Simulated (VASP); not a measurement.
Consider the following.

```
C
1.0
    2.21719     0.00000     0.00000
   -1.10860     1.92014     0.00000
    0.00000     0.00000     3.59982
C
2
Direct
  0.33333   0.66667   0.25000
  0.66667   0.33333   0.75000
```

These are PBE GGA, VASP's PBE PAW potentials (set 64) (plane waves; VASP) values and carry that method's errors. Run with 400 eV cut-off, 17×17×9 Γ-centred mesh, Gaussian smearing of 0.050 eV, potentials C.

**Question.** Give the energies of bands 1 to 7 at the high-symmetry points, in eV from the Fermi level.

**Answer.** 
```tsv
band	Γ	M	K	A	L	H
1	-18.02	-10.19	-7.68	-15.60	-8.02	-5.93
2	-9.06	-9.15	-7.68	-15.60	-8.02	-5.93
3	-8.01	-2.25	-5.61	1.67	-6.84	-5.09
4	5.99	-2.14	-0.01	1.67	-6.84	-5.09
5	5.99	-1.60	-0.01	6.81	3.91	-3.35
6	7.64	2.13	0.31	6.81	3.91	-3.35
7	7.64	2.26	0.84	6.81	4.45	5.51
```

It has no gap at this level: it comes out as a metal or semimetal.

The structure was generated: C was put into an ordered model structure, which need not be its known phase. The cell was not relaxed at this level.
